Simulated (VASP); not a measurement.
Input for VASP

INCAR:
```
! general
SYSTEM  = LaCu2
PREC    = Accurate
ENCUT   = 300   ! plane-wave cut-off (eV)
LREAL   = .FALSE.   ! projection in real space or not
LASPH   = .TRUE.

! electronic loop
EDIFF   = 1E-6
NELM    = 100
ALGO    = Normal
LMAXMIX = 6   ! l cut-off of mixed one-centre charges

! smearing
ISMEAR  = -1   ! Fermi-Dirac
SIGMA   = 0.1   ! width (eV)

! ions
ISIF    = 2   ! forces and stress, cell fixed

! output
LWAVE   = .FALSE.
LCHARG  = .FALSE.
```

POSCAR:
```
LaCu2
4.3450
  1.0000000000   0.0000000000   0.0000000000
 -0.5000000000   0.8660253165   0.0000000000
  0.0000000000   0.0000000000   0.8789413119
La Cu
1 2
Cart
  0.0000000000   0.0000000000   0.0000000000
 -0.0000005000   0.5773504996   0.4394706559
  0.5000005000   0.2886748168   0.4394706559
```

File KPOINTS:
```
Automatic
0
G
6 6 6
0 0 0
```

POTCAR, in this order: La Cu (LDA.64 set). Program: vasp_std.

Write an equivalent input for Ansatz.

One equivalent input (not run):
Ansatz 0.2 input:
```yaml
crystal:
  lattice:
    - [4.3450000, 0.0000000, 0.0000000]
    - [-2.1725000, 3.7628800, 0.0000000]
    - [0.0000000, 0.0000000, 3.8190000]
  atoms:
    - { symbol: La, position: [0.0000000, 0.0000000, 0.0000000] }
    - { symbol: Cu, position: [0.3333330, 0.6666670, 0.5000000] }
    - { symbol: Cu, position: [0.6666670, 0.3333330, 0.5000000] }
kpoints:
  mp_grid: { grid: [6, 6, 6] }
hamiltonian:
  xc: lda
  pseudopotentials: { kind: paw }
scf:
  occupations: { method: fermi_dirac, width: 0.1 }
  max_iter: 100
output: { forces: true, stress: true, eigenvalues: true }
```
The two are equivalent in intent, not identical: each code has its own PAW files, so the cut-off isn't converted (ENCUT is set for VASP's; basis.ecutwfc is left out, and Ansatz then takes the one that its files recommend); Ansatz stops its SCF on the density residual and VASP on the energy change (EDIFF); Ansatz's lda is the Perdew-Wang form, while the LDA potentials of VASP carry Perdew-Zunger's.

The structure comes from a measured LaCu2 entry of the Crystallography Open Database, whose conditions weren't checked. The cell was not relaxed at this level.
